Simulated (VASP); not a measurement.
These are PBEsol GGA, VASP's PBE PAW potentials (set 64) (plane waves; VASP) values and carry that method's errors. For the first row: Numerical set-up: 400 eV cut-off, 8×8×8 Γ-centred mesh, tetrahedra with Blöchl corrections, potentials V_sv Si.

| system | energy (eV/atom) |
|---|---|
| V$_{3}$Si (A15) | -9.1758 |
| V (bcc) | -9.6347 |
| Si (diamond) | -5.7459 |

The references are the elements' solids at the same level; no temperature or zero-point terms are added.

Task: What is the formation energy per atom of V$_{3}$Si?

Result: The references average (6×(-9.6347) + 2×(-5.7459))/8 = -8.6625 eV, so the formation energy is -9.1758 − (-8.6625) = -0.513 eV/atom.
